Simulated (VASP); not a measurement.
Given:

```xyz
2
Lattice="-2.3664 2.3664 1.2911 2.3664 -2.3664 1.2911 2.3664 2.3664 -1.2911" Properties=species:S:1:pos:R:3 pbc="T T T"
V      0.0000     2.3664     0.6456
V      0.0000     0.0000     0.0000
```
Starting moments (μB, in the order of the record's atoms V V): 2.0 2.0.

The numbers are results of PBEsol GGA, VASP's PBE PAW potentials (set 64) (plane waves; VASP), not measurements. Settings: 400 eV cut-off, 14×14×14 Γ-centred mesh, first-order Methfessel-Paxton smearing of 0.10 eV, potentials V_sv.

Energy and stress use the plane-wave basis of the starting cell.

**Question.** The ions, cell shape and volume are relaxed. Which structure does the run end with?

**Answer.** 
```xyz
2
Lattice="-2.2870 2.2870 1.2745 2.2870 -2.2870 1.2745 2.2870 2.2870 -1.2745" Properties=species:S:1:pos:R:3 pbc="T T T"
V      0.0000     2.2870     0.6372
V      2.2870    -2.2870     1.2745
```
Space group I4_1/amd (141), at a tolerance of 0.03 Å. The cell ends with 0.00 μB, on the sites 0.00 0.00 μB.

**Question.** How do energy and volume change from the first to the last step?

**Answer.** The energy (σ→0) changes by -46.5 meV/atom and the volume by -7.8 %, in 6 ionic steps.

The structure was generated: V was put into the beta-Sn type (I4_1/amd), which need not be its known phase. This run relaxes it. Symmetry was kept, so distortions that lower it aren't found.
